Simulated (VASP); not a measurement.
A run of VASP 6.6.1:

File POSCAR:

```
K3Na
1.0
    0.0000000000      5.0726900000      5.0726900000
    5.0726900000      0.0000000000      5.0726900000
    5.0726900000      5.0726900000      0.0000000000
K Na
3 1
Direct
    0.2500000000      0.2500000000      0.2500000000
    0.7500000000      0.7500000000      0.7500000000
    0.5000000000      0.5000000000      0.5000000000
    0.0000000000      0.0000000000      0.0000000000
```

Contents of INCAR.step1:

```
SYSTEM = K3Na
PREC = Accurate
ENCUT = 520
ISMEAR = -1
SIGMA = 0.15
LREAL = .FALSE.
LASPH = .TRUE.
NELM = 150
ISPIN = 2
MAGMOM = 0 0 0 0
NBANDS = 29
GGA = PE
ALGO = Normal
EDIFF = 1E-4
LWAVE = .TRUE.
LCHARG = .FALSE.
```

The input INCAR.step2:

```
SYSTEM = K3Na
PREC = Accurate
ENCUT = 520
EDIFF = 1E-6
ISMEAR = -1
SIGMA = 0.15
LREAL = .FALSE.
LASPH = .TRUE.
NELM = 150
ALGO = Normal
ISIF = 2
LWAVE = .FALSE.
LCHARG = .FALSE.
ISPIN = 2
MAGMOM = 0 0 0 0
LORBIT = 11
METAGGA = R2SCAN
LMIXTAU = .TRUE.
NBANDS = 29
ISTART = 1
```

Contents of KPOINTS:

```
Automatic mesh
0
G
  4 4 4
  0 0 0
```

Potentials or basis: VASP PAW PBE potentials, release 64 (K_sv, Na_pv).

Command:

```sh
$ cat potpaw_PBE.64/K_sv/POTCAR potpaw_PBE.64/Na_pv/POTCAR > POTCAR
$ cp INCAR.step1 INCAR
$ mpirun -np 1 vasp_std > vasp.out
$ cp INCAR.step2 INCAR
$ mpirun -np 1 vasp_std > vasp.out
```

Hardware: 1 thread of Intel(R) Xeon(R) Platinum 8488C (Sapphire Rapids) (shared host).

How long does it take, and how much memory?

It took 7.3 min on 1 thread of Intel(R) Xeon(R) Platinum 8488C (Sapphire Rapids), on a shared host, peak memory 0.6 GiB. Counts: scf iterations 13, k points 8.
